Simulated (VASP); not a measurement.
# CdPbSO with LDA: from relaxation to properties

Wanted: the relaxed cell of CdPbSO and its properties. The steps: rough relaxation of the start cell, relaxing cell and atoms (LDA), second relaxation, single point with fields (LDA), bands along the symmetry lines (LDA), density of states (LDA), band structure (LDA + SOC) and vibrations at Γ (LDA). The cell is invented: it takes the structure of a Materials Project entry for PbS (space group 187 there), with some of its atoms replaced by other elements, volume scaled by an estimate. It may not be a known or stable phase. The atoms of the start are displaced at random from the sites of a P3m1 cell.

Main program and level: VASP 6.6.1; LDA; plane waves and PAW (Pb_d, Cd, S, O), in the first sound run; inputs show where later runs differ.

Report form: the programs' logs are mostly left out.

**1. The starting structure**

Before any relaxation, the start is as follows. The structure is triclinic, space group P1 (No. 1). Conventional cell: a = 3.741 Å, b = 3.741 Å, c = 6.930 Å, α = 90.00°, β = 90.00°, γ = 120.00°. Nearest to Pb lie 3 S at 2.75 to 2.76 Å and 3 O at 2.77 to 2.78 Å. Nearest to Cd lie 3 O at 2.75 to 2.78 Å and 3 S at 2.76 to 2.80 Å. S has 3 Pb at 2.75 to 2.76 Å and 3 Cd at 2.76 to 2.80 Å nearest. Nearest to O lie 3 Cd at 2.75 to 2.78 Å and 3 Pb at 2.77 to 2.78 Å. It derives from PbS. it takes the structure of a Materials Project entry for PbS (space group 187 there), with some of its atoms replaced by other elements, volume scaled by an estimate. Farther neighbours and most contacts between anions are not listed.

**2. Rough relaxation of the start cell**

The start is only an estimate, so a cheap relaxation brings it near a minimum before any careful run. LDA, the lowest rung, knows the local density alone.

The input, INCAR:

```
SYSTEM = CdPbSO
PREC = Normal
ENCUT = 520
EDIFF = 1E-05
NELM = 60
ISMEAR = 0
SIGMA = 0.05
LREAL = .FALSE.
ALGO = Fast
GGA = CA
NBANDS = 25
LORBIT = 11
LWAVE = .FALSE.
LCHARG = .FALSE.
KPAR = 2
IBRION = 2
NSW = 40
ISIF = 3
EDIFFG = -0.04
```

The input, POSCAR:

```
CdPbSO
1.0
    3.7406830000      0.0000000000      0.0000000000
   -1.8703410000      3.2395270000      0.0000000000
    0.0000000000      0.0000000000      6.9297700000
Pb Cd S O
1 1 1 1
Direct
   -0.0014610000     -0.0012350000     -0.0017790000
    0.0033600000      0.0017440000      0.4988660000
    0.6624700000      0.3300280000      0.7520320000
    0.6633010000      0.3293900000      0.2498080000
```

The input, KPOINTS:

```
Automatic mesh
0
Gamma
5 5 3
0 0 0
```

PAW data sets: Pb_d, Cd, S and O (LDA family, release 64).

Launch:

```bash
> mpirun -np 2 vasp_std
```

Wall time 4.4 min (2 MPI ranks of Intel Xeon Platinum 8488C (Sapphire Rapids), shared host); peak memory 0.42 GiB.

The relaxation used up its NSW steps before forces and stress met EDIFFG.

The next step goes on from the cell that it reached.

**3. Relaxing cell and atoms (LDA)**

Properties are meant for the cell that this level of theory prefers, so cell and atoms are relaxed first (ISIF = 3) until forces and stress are small; EDIFFG sets the threshold.

The input, INCAR:

```
SYSTEM = CdPbSO
PREC = Accurate
ENCUT = 520
EDIFF = 1E-06
NELM = 100
ISMEAR = 0
SIGMA = 0.05
LREAL = .FALSE.
ALGO = Normal
GGA = CA
NBANDS = 25
LORBIT = 11
LWAVE = .FALSE.
LCHARG = .FALSE.
KPAR = 2
IBRION = 2
NSW = 60
ISIF = 3
EDIFFG = -0.01
```

The input, POSCAR:

```
CdPbSO
1.0
    3.5676679263      0.1640829867      0.2871072933
   -1.6425585192      3.3049596046      0.3030081278
    0.5648626520      1.0293356570      6.5998802683
Pb Cd S O
1 1 1 1
Direct
    0.9102958426      0.8950072025      0.0358717956
    0.0366063440      0.1304023322      0.4724111964
    0.7783121141      0.4397406400      0.7313275567
    0.6024556993      0.1947768254      0.2593164513
```

The input, KPOINTS:

```
Automatic mesh
0
Gamma
7 7 4
0 0 0
```

Launch:

```bash
> mpirun -np 2 vasp_std
```

Run time: 17 min. Hardware: 2 MPI ranks; peak memory 0.69 GiB.

The gap is read on the k-mesh alone, so it is an upper bound where the band edges lie off the mesh.

Relaxation path (22 of 37):

| step | energy less that of the first step (eV) | largest force (eV/Å) | pressure (GPa) | volume (Å³) |
| --- | --- | --- | --- | --- |
| 1 | 0.0000 | 0.3833 | 0.04 | 77.49 |
| 3 | -0.0390 | 0.2359 | -0.81 | 77.64 |
| 4 | -0.0464 | 0.1899 | 0.71 | 76.22 |
| 6 | -0.0539 | 0.1565 | -0.13 | 76.85 |
| 8 | -0.0612 | 0.1818 | -0.09 | 76.60 |
| 10 | -0.0682 | 0.3140 | 0.92 | 75.30 |
| 11 | -0.0739 | 0.3633 | 0.83 | 75.18 |
| 13 | -0.0983 | 0.6565 | 0.53 | 74.40 |
| 15 | -0.1378 | 0.3594 | -0.59 | 74.69 |
| 16 | -0.1383 | 0.3811 | -0.52 | 74.66 |
| 18 | -0.1659 | 0.1459 | 1.34 | 73.30 |
| 20 | -0.1749 | 0.1893 | -0.19 | 74.56 |
| 22 | -0.1837 | 0.0966 | -0.13 | 74.67 |
| 23 | -0.1859 | 0.0787 | 0.09 | 74.47 |
| 25 | -0.1884 | 0.0391 | -0.07 | 74.59 |
| 27 | -0.1898 | 0.0398 | -0.14 | 74.63 |
| 28 | -0.1901 | 0.0417 | -0.03 | 74.53 |
| 30 | -0.1907 | 0.0406 | 0.18 | 74.34 |
| 32 | -0.1910 | 0.0336 | -0.09 | 74.55 |
| 34 | -0.1913 | 0.0238 | -0.02 | 74.49 |
| 35 | -0.1913 | 0.0225 | -0.02 | 74.50 |
| 37 | -0.1913 | 0.0066 | 0.06 | 74.44 |

| cell as run | before | after | change |
| --- | --- | --- | --- |
| a (Å) | 3.583 | 3.482 | -2.8 % |
| b (Å) | 3.703 | 3.813 | +3.0 % |
| c (Å) | 6.704 | 6.542 | -2.4 % |
| α (°) | 79.62 | 75.69 | -4.9 % |
| β (°) | 80.22 | 89.76 | +11.9 % |
| γ (°) | 113.22 | 116.81 | +3.2 % |
| volume (Å³/atom) | 19.37 | 18.61 | -3.9 % |

The atoms that moved most (Å, as changes of fractional coordinates times the final cell):

| atom | dx | dy | dz | length |
| --- | --- | --- | --- | --- |
| S3 | -0.208 | -0.069 | -0.137 | 0.258 |
| Cd2 | 0.102 | 0.147 | 0.125 | 0.218 |
| Pb1 | 0.125 | 0.044 | 0.084 | 0.156 |
| O4 | -0.019 | -0.121 | -0.071 | 0.142 |

Final coordinates:

```xyz
4
Lattice="3.4820 0.0378 0.0040 -1.7569 3.3574 0.4235 0.0094 1.0268 6.4610" Properties=species:S:1:pos:R:3 pbc="T T T"
Pb    1.7221    3.1198    0.6979
Cd    0.0053    1.0709    3.2327
S     1.7369    2.1877    4.7772
O     1.7386    0.8217    1.6890
```

This step gave:

```
electrons                       : 38
bands                           : 25
irreducible k-points            : 99
symmetry operations             : 1
free energy (TOTEN)             : -18.81 eV
Fermi energy                    : 5.186 eV
pressure                        : 0.06371 GPa
metallic                        : no
valence top at k                : 0, 0, 0
conduction bottom at k          : 0, 0.4286, 0
least direct gap at k           : 0, 0, 0.5
SCF cycles over all ionic steps : 269
gap on the k-mesh               : 0.4208 eV
least direct gap on the k-mesh  : 0.8609 eV
```

It ends with a largest force of 0.007 eV/Å and a pressure of 0.06 GPa.

**4. Second relaxation**

A relaxation keeps the plane waves of the cell it began with, so it is repeated from the new cell, on a basis made for it.

INCAR is that of step 3.

The input, POSCAR:

```
CdPbSO
1.0
    3.4820156507      0.0378345744      0.0039517592
   -1.7568881546      3.3573663190      0.4235323317
    0.0094418162      1.0267813671      6.4609951719
Pb Cd S O
1 1 1 1
Direct
    0.9504548589      0.9037962783      0.0481967048
    0.0851423704      0.1683782990      0.4892494538
    0.7119099027      0.4261472366      0.7110203258
    0.5801628679      0.1616051862      0.2504605156
```

KPOINTS is that of step 3.

Launch:

```bash
> mpirun -np 2 vasp_std
```

It took 76 s on 2 MPI ranks; peak memory 0.63 GiB; 2.5 min of CPU time.

Little changed from the start: no atom moved by 0.005 Å and no cell edge by 0.1 %.

Numbers from this step:

```yaml
fermi_energy: 5.164 eV
pressure: -0.02705 GPa
scf_cycles_over_all_ionic_steps: 19
gap_on_the_k_mesh: 0.4218 eV
least_direct_gap_on_the_k_mesh: 0.859 eV
```

It ends with a largest force of 0.007 eV/Å and a pressure of -0.03 GPa.

**5. Single point with fields (LDA)**

The relaxed cell gets a fresh self-consistent run, on a basis set for its own volume, to fix the density and to check the remaining stress.

Changes to INCAR since step 4:

```diff
@@ -13,7 +13,5 @@
 LWAVE = .FALSE.
-LCHARG = .FALSE.
-KPAR = 2
-IBRION = 2
-NSW = 60
-ISIF = 3
-EDIFFG = -0.01
+LCHARG = .TRUE.
+ISIF = 2
+LELF = .TRUE.
+LVHAR = .TRUE.
```

The input, POSCAR:

```
CdPbSO
1.0
    3.4845284133      0.0373016679      0.0027962709
   -1.7588269619      3.3587475049      0.4249282133
    0.0071276996      1.0282338125      6.4644815989
Pb Cd S O
1 1 1 1
Direct
    0.9504448466      0.9037035568      0.0482046533
    0.0851269274      0.1684206410      0.4892614990
    0.7119320077      0.4261586888      0.7110216946
    0.5801662182      0.1616441136      0.2504391531
```

KPOINTS is that of step 4.

Launch:

```bash
> mpirun -np 2 vasp_std
```

Elapsed: 53 s, on 2 MPI ranks; peak memory 0.52 GiB; 1.7 min of CPU time.

This step gave:

| Property | Result |
| --- | --- |
| SCF cycles | 13 |
| bands | 26 |
| Fermi energy | 5.168 eV |
| pressure | -0.05495 GPa |
| gap on the k-mesh | 0.4217 eV |
| least direct gap on the k-mesh | 0.8591 eV |

Valence electrons inside each PAW sphere by angular momentum. Sphere charges, by row:

| atom | s (e) | p (e) | d (e) | tot (e) |
| --- | --- | --- | --- | --- |
| Pb1 | 1.48 | 0.519 | 9.854 | 11.85 |
| Cd2 | 0.409 | 0.306 | 9.582 | 10.3 |
| S3 | 1.343 | 2.371 | 0 | 3.714 |
| O4 | 1.574 | 3.298 | 0 | 4.871 |

ELF in the ac plane at fractional y = 0.162, with atoms of Cd and O within 0.2 Å of it. It is the smooth field of the valence electrons, not physical close to the nuclei.

Values, 24 rows by 14 columns, each cell a mean:
```
0.51 0.52 0.51 0.46 0.32 0.21 0.15 0.13 0.13 0.13 0.15 0.22 0.33 0.45
0.45 0.47 0.45 0.36 0.25 0.21 0.23 0.30 0.33 0.30 0.24 0.22 0.26 0.36
0.30 0.32 0.30 0.24 0.22 0.29 0.43 0.58 0.61 0.57 0.44 0.30 0.23 0.24
0.17 0.17 0.16 0.18 0.29 0.48 0.67 0.77 0.78 0.76 0.68 0.49 0.30 0.19
0.12 0.10 0.11 0.20 0.41 0.64 0.77 0.82 0.82 0.82 0.78 0.64 0.42 0.22
0.11 0.08 0.11 0.24 0.50 0.71 0.80 0.83 0.82 0.82 0.80 0.70 0.50 0.27
0.14 0.11 0.13 0.22 0.44 0.67 0.78 0.81 0.81 0.81 0.78 0.66 0.45 0.25
0.16 0.16 0.16 0.18 0.30 0.52 0.70 0.78 0.78 0.77 0.70 0.53 0.32 0.19
0.25 0.25 0.25 0.21 0.19 0.28 0.46 0.62 0.66 0.62 0.48 0.30 0.20 0.21
0.19 0.16 0.19 0.25 0.23 0.19 0.26 0.39 0.43 0.39 0.28 0.20 0.23 0.25
0.05 0.02 0.04 0.15 0.25 0.21 0.16 0.19 0.20 0.19 0.17 0.20 0.25 0.16
0.00 0.00 0.00 0.06 0.22 0.22 0.14 0.10 0.09 0.10 0.13 0.22 0.22 0.08
0.00 0.00 0.00 0.07 0.21 0.20 0.12 0.10 0.09 0.10 0.12 0.20 0.22 0.09
0.07 0.04 0.07 0.16 0.22 0.16 0.15 0.25 0.30 0.25 0.16 0.15 0.22 0.18
0.22 0.20 0.21 0.22 0.17 0.19 0.38 0.60 0.66 0.60 0.40 0.18 0.16 0.22
0.21 0.22 0.21 0.16 0.18 0.41 0.68 0.80 0.81 0.81 0.71 0.41 0.17 0.15
0.11 0.12 0.12 0.15 0.37 0.67 0.80 0.73 0.67 0.74 0.81 0.68 0.37 0.16
0.10 0.09 0.10 0.19 0.46 0.73 0.79 0.60 0.46 0.61 0.78 0.73 0.47 0.20
0.11 0.10 0.11 0.17 0.41 0.69 0.80 0.70 0.61 0.70 0.79 0.69 0.42 0.19
0.18 0.19 0.17 0.15 0.26 0.52 0.75 0.81 0.81 0.81 0.75 0.52 0.27 0.16
0.31 0.34 0.31 0.21 0.17 0.29 0.52 0.71 0.75 0.71 0.54 0.30 0.18 0.22
0.45 0.48 0.46 0.36 0.22 0.16 0.22 0.35 0.40 0.35 0.23 0.17 0.23 0.36
0.50 0.51 0.51 0.46 0.31 0.18 0.12 0.12 0.13 0.12 0.13 0.19 0.32 0.45
0.51 0.51 0.51 0.49 0.36 0.22 0.13 0.07 0.07 0.08 0.13 0.23 0.37 0.47
```
Columns run along a (3.5 Å), rows up along c (6.5 Å). Atoms in or near the plane, at fractional coordinates: Cd at (0.09, 0.49), O at (0.58, 0.25).

Valence density in the ac plane at fractional y = 0.162, with atoms of Cd and O within 0.2 Å of it. It is the smooth field of the valence electrons, not physical close to the nuclei.

Ten even steps from '0' (0.1 e/Å³) to '9' (8.8 e/Å³), each cell a mean:
```
01000000000000
00000000000000
00000000000000
00000000000000
00000000000000
00000000000000
00000000000000
00000000000000
00000000000000
22210000000001
56531000000012
89841000000014
79841000000014
45421000000002
12110000000000
00000001210000
00000024642000
00000026863000
00000025652000
00000012221000
00000000000000
00000000000000
11100000000000
11100000000000
```
Columns run along a (3.5 Å), rows up along c (6.5 Å). Atoms in or near the plane, at fractional coordinates: Cd at (0.09, 0.49), O at (0.58, 0.25).

Electrostatic potential energy in the ac plane at fractional y = 0.162, with atoms of Cd and O within 0.2 Å of it. With pseudopotentials it is smooth inside the atoms' cores, unlike the true potential.

Ten even steps from '0' (-40 eV) to '9' (3 eV), each cell a mean:
```
32358999999875
65678999999987
88889999999998
99999998889999
99999988788999
99999987678999
99999987778999
98999998889999
77778999999987
66667899999876
55566899999866
55556799999766
55556799999766
55566899999876
66667899999987
77788986568998
99999940004999
99999820001899
99999830003999
98999984248999
77889999899998
54578999999986
21257999999875
10147899999874
```
Columns run along a (3.5 Å; values clipped at the 3rd and 97th percentile), rows up along c (6.5 Å). Atoms in or near the plane, at fractional coordinates: Cd at (0.09, 0.49), O at (0.58, 0.25).

In this run the pressure is -0.05 GPa, small enough to go on.

**6. Bands along the symmetry lines (LDA)**

The mesh alone shows little of the dispersion and can miss band extrema, so KPOINTS_OPT adds a path through the symmetry points after the self-consistent cycle.

The input, INCAR:

```
SYSTEM = CdPbSO
PREC = Accurate
ENCUT = 520
EDIFF = 1E-06
NELM = 100
ISMEAR = 0
SIGMA = 0.05
LREAL = .FALSE.
ALGO = Normal
GGA = CA
NBANDS = 33
LORBIT = 11
LWAVE = .FALSE.
LCHARG = .FALSE.
KPAR = 2
```

POSCAR is that of step 5.

KPOINTS is that of step 5.

The input, KPOINTS_OPT:

```
Line mode
16
Line-mode
Reciprocal
  0.50000000   0.00000000   0.00000000 X
  0.00000000   0.00000000   0.00000000 GAMMA

  0.00000000   0.00000000   0.00000000 GAMMA
  0.00000000   0.00000000   0.50000000 Y

  0.50000000   0.00000000   0.50000000 L
  0.00000000   0.00000000   0.00000000 GAMMA

  0.00000000   0.00000000   0.00000000 GAMMA
  0.00000000  -0.50000000  -0.50000000 Z

  0.50000000  -0.50000000  -0.50000000 N
  0.00000000   0.00000000   0.00000000 GAMMA

  0.00000000   0.00000000   0.00000000 GAMMA
  0.00000000  -0.50000000   0.00000000 M

  0.50000000  -0.50000000   0.00000000 R
  0.00000000   0.00000000   0.00000000 GAMMA
```

Launch:

```bash
> mpirun -np 2 vasp_std
```

It took 1.9 min on 2 MPI ranks; peak memory 0.9 GiB.

Spin-orbit coupling is off here; with elements this heavy it splits and shifts levels by tenths of an eV or more.

Numbers from this step:

- bands: 33
- Fermi energy: 5.156 eV
- pressure: -0.04214 GPa
- least gap on mesh and path: 0.3913 eV
- least direct gap on mesh and path: 0.8498 eV
- conduction bottom at k: 0, -0.5, 0
- least direct gap at k: 0, -0.5, 0

Electronic bands along the path, in eV, zero at the valence-band top; v1 is the highest filled band, c1 the lowest empty one:

| point | v4 | v3 | v2 | v1 | c1 | c2 | c3 | c4 |
| --- | --- | --- | --- | --- | --- | --- | --- | --- |
| X | -3.51 | -2.63 | -1.74 | -0.89 | 0.66 | 3.21 | 3.80 | 4.84 |
| 0.47 of the way | -2.82 | -1.84 | -1.30 | -1.12 | 1.53 | 3.45 | 4.32 | 5.10 |
| Γ | -2.49 | -2.07 | -0.83 | 0.00 | 2.31 | 3.93 | 5.04 | 6.17 |
| 0.47 of the way | -2.46 | -1.75 | -0.82 | -0.03 | 1.55 | 4.49 | 4.97 | 6.11 |
| Y | -2.43 | -1.24 | -0.86 | -0.08 | 0.78 | 4.60 | 5.22 | 6.05 |
| jump to L | -3.38 | -2.68 | -1.50 | -1.17 | 1.04 | 3.05 | 3.92 | 4.49 |
| 0.47 of the way | -2.86 | -2.19 | -1.20 | -0.74 | 1.68 | 3.33 | 4.55 | 4.95 |
| Γ | -2.49 | -2.07 | -0.83 | 0.00 | 2.31 | 3.93 | 5.04 | 6.17 |
| 0.53 of the way | -2.68 | -2.15 | -0.97 | -0.42 | 1.30 | 3.94 | 5.05 | 6.02 |
| Z | -3.24 | -2.81 | -0.91 | -0.79 | 1.50 | 3.47 | 4.37 | 5.79 |
| jump to N | -3.42 | -2.66 | -1.51 | -1.21 | 1.04 | 3.03 | 3.89 | 4.42 |
| 0.47 of the way | -2.87 | -2.17 | -1.22 | -0.74 | 1.69 | 3.31 | 4.52 | 4.89 |
| Γ | -2.49 | -2.07 | -0.83 | 0.00 | 2.31 | 3.93 | 5.04 | 6.17 |
| 0.53 of the way | -2.77 | -2.09 | -0.98 | -0.28 | 1.05 | 3.61 | 5.42 | 5.98 |
| M | -3.02 | -2.54 | -1.65 | -0.46 | 0.39 | 3.39 | 5.32 | 5.66 |
| jump to R | -3.52 | -2.64 | -1.78 | -0.89 | 0.65 | 3.18 | 3.81 | 4.77 |
| 0.47 of the way | -2.82 | -1.84 | -1.29 | -1.15 | 1.56 | 3.44 | 4.27 | 5.06 |
| Γ | -2.49 | -2.07 | -0.83 | 0.00 | 2.31 | 3.93 | 5.04 | 6.17 |

Of the projections kept (Pb, Cd, S, O), the largest for each band there; the rest of the weight can lie on other orbitals:

| point | v4 | v3 | v2 | v1 | c1 | c2 | c3 | c4 |
| --- | --- | --- | --- | --- | --- | --- | --- | --- |
| X | O 0.69 | O 0.63 | S 0.70 | S 0.52 | Pb 0.46 | Cd 0.41 | Pb 0.46 | Pb 0.59 |
| Γ | O 0.85 | O 0.67 | S 0.82 | S 0.86 | Pb 0.42 | S 0.34 | Pb 0.85 | Pb 0.94 |
| Y | O 0.86 | S 0.40 | S 0.80 | S 0.88 | Pb 0.31 | Pb 0.50 | Pb 0.67 | Pb 0.93 |
| L | O 0.68 | S 0.53 | S 0.38 | S 0.43 | Pb 0.40 | Pb 0.54 | Cd 0.45 | Pb 0.65 |
| Γ | O 0.85 | O 0.67 | S 0.82 | S 0.86 | Pb 0.42 | S 0.34 | Pb 0.85 | Pb 0.94 |
| Z | O 0.58 | O 0.81 | O 0.47 | S 0.81 | Pb 0.45 | Cd 0.49 | Pb 0.64 | Cd 0.36 |

The path lowers the gap by 0.03 eV against the mesh alone, so a band edge lies off the mesh.

**7. Density of states (LDA)**

A density of states needs more k-points than a total energy; ISMEAR = -5 takes tetrahedra, and LORBIT projects the states on the PAW spheres. The mesh is finer than in the run before.

Changes to INCAR since step 6:

```diff
@@ -5,3 +5,3 @@
 NELM = 100
-ISMEAR = 0
+ISMEAR = -5
 SIGMA = 0.05
@@ -15 +15,2 @@
 KPAR = 2
+NEDOS = 2001
```

POSCAR is that of step 6.

The input, KPOINTS:

```
Automatic mesh
0
Gamma
11 10 5
0 0 0
```

Launch:

```bash
> mpirun -np 2 vasp_std
```

The job ended after 3 min (2 MPI ranks; peak memory 1.4 GiB; 6 min of CPU time).

This step gave:

```yaml
irreducible_k_points: 276
fermi_energy: 4.951 eV
pressure: -0.04833 GPa
conduction_bottom_at_k: 0, 0.5, 0
least_direct_gap_at_k: 0, 0.5, 0
gap_on_the_k_mesh: 0.3953 eV
least_direct_gap_on_the_k_mesh: 0.8531 eV
```

The density of states has structure finer than the step of the table below, so its rows give means over 0.5 eV, whole bins alone (the curve runs from -12.0 to 8.38 eV). Peaks (eV: height): total -8.77: 6.68, -8.13: 27.8, -8.00: 16.7, -7.79: 17.3; O p -4.93: 1.07, -3.35: 1.16, -2.58: 1.45, -1.01: 0.908; Cd d -8.13: 23.8, -8.00: 14.5, -7.79: 15.6; Pb s -8.77: 2.03, -8.62: 1.61, -7.19: 1.45, -1.01: 0.300.

States under -12.0 eV and over 8.4 eV are left out. The density of states by energy, zero at the valence-band top; means over each step; values in states/eV/cell:

| energy (eV) | total | O p | Cd d | Pb s |
| --- | --- | --- | --- | --- |
| -9.5 | 0 | 0 | 0 | 0 |
| -9.0 | 1.70 | 0.0780 | 0.536 | 0.542 |
| -8.5 | 2.29 | 0.127 | 0.881 | 0.639 |
| -8.0 | 12.0 | 0.132 | 10.5 | 0.102 |
| -7.5 | 5.52 | 0.0625 | 4.24 | 0.509 |
| -7.0 | 1.54 | 0.0364 | 0.884 | 0.342 |
| -6.5 | 0 | 0 | 0 | 0 |
| -6.0 | 0 | 0 | 0 | 0 |
| -5.5 | 4.0e-4 | 4.3e-5 | 3.6e-5 | 3.4e-6 |
| -5.0 | 2.50 | 0.474 | 0.122 | 0.0279 |
| -4.5 | 1.76 | 0.364 | 0.0703 | 0.0291 |
| -4.0 | 2.30 | 0.545 | 0.104 | 0.0369 |
| -3.5 | 2.51 | 0.853 | 0.0965 | 0.0254 |
| -3.0 | 2.20 | 0.904 | 0.0886 | 0.0174 |
| -2.5 | 3.39 | 1.08 | 0.140 | 0.0605 |
| -2.0 | 2.01 | 0.552 | 0.0748 | 0.0578 |
| -1.5 | 2.55 | 0.508 | 0.115 | 0.149 |
| -1.0 | 3.44 | 0.688 | 0.174 | 0.230 |
| -0.5 | 1.26 | 0.174 | 0.0692 | 0.0577 |
| 0.0 | 0.105 | 0.00269 | 0.00574 | 1.8e-4 |
| 0.5 | 0.0341 | 0.00259 | 1.8e-4 | 4.8e-4 |
| 1.0 | 0.655 | 0.0763 | 0.00907 | 0.00569 |
| 1.5 | 1.74 | 0.206 | 0.0229 | 0.0211 |
| 2.0 | 1.37 | 0.130 | 0.0187 | 0.0332 |
| 2.5 | 0.330 | 0.0294 | 0.00381 | 0.00797 |
| 3.0 | 1.88 | 0.219 | 0.0200 | 0.0164 |
| 3.5 | 1.70 | 0.204 | 0.0173 | 0.0210 |
| 4.0 | 2.36 | 0.252 | 0.0256 | 0.0183 |
| 4.5 | 2.02 | 0.193 | 0.0207 | 0.00989 |
| 5.0 | 2.22 | 0.210 | 0.0208 | 0.00655 |
| 5.5 | 1.12 | 0.0872 | 0.0115 | 0.00454 |
| 6.0 | 1.53 | 0.0946 | 0.0326 | 0.00608 |
| 6.5 | 2.29 | 0.132 | 0.0468 | 0.0125 |
| 7.0 | 1.32 | 0.0634 | 0.0226 | 0.00564 |
| 7.5 | 2.97 | 0.110 | 0.0521 | 0.0128 |
| 8.0 | 1.62 | 0.0567 | 0.0322 | 0.00872 |

The gap on this mesh is 0.40 eV.

(Continued in part 2 of 2.)

[Lines on the potential files, build, host, timing and source positions are cut from VASP's logs without a mark.]

[Logs are printed without paths, hosts, clocks, repeated set-up lines and the standing remarks that a program may print on its own settings, such as how far it seeks lower states.]

[Hosts, paths, dates, database ids (printed as entryN), source tags and the programs' standing remarks are cut or masked in the printed files.]

[A measured line is paired with the nearest computed mode of its activity, which favours agreement.]
